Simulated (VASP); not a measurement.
Data:

```
Mo2Ti
1.0
    0.00000     2.24736     6.55455
    1.56158     0.00000     6.55455
    1.56158     2.24736     0.00000
Ti Mo
1 2
Direct
  0.00000   0.00000   0.00000
  0.33228   0.33228   0.66772
  0.66772   0.66772   0.33228
```

Computed with PBEsol GGA, VASP's PBE PAW potentials (set 64) (plane waves; VASP 6.6.1). Run with 400 eV cut-off, 14×14×14 Γ-centred mesh, tetrahedra with Blöchl corrections, potentials Ti_sv Mo_sv.

The cores are frozen, which limits the accuracy of field gradients.

Q: Give the principal components of the electric field gradient (V/Å²) and the asymmetry η at each nucleus.

A: 
```
atom    Vxx   Vyy    Vzz     η
----  -----  ----  -----  ----
Ti1   -15.7  -3.6   19.4  0.63
Mo2    12.6   8.7  -21.3  0.18
Mo3    12.6   8.7  -21.3  0.18
```

The structure comes from a computed database's TiMo2 entry (Fmmm); how it stands against other phases isn't given here. It was relaxed first.
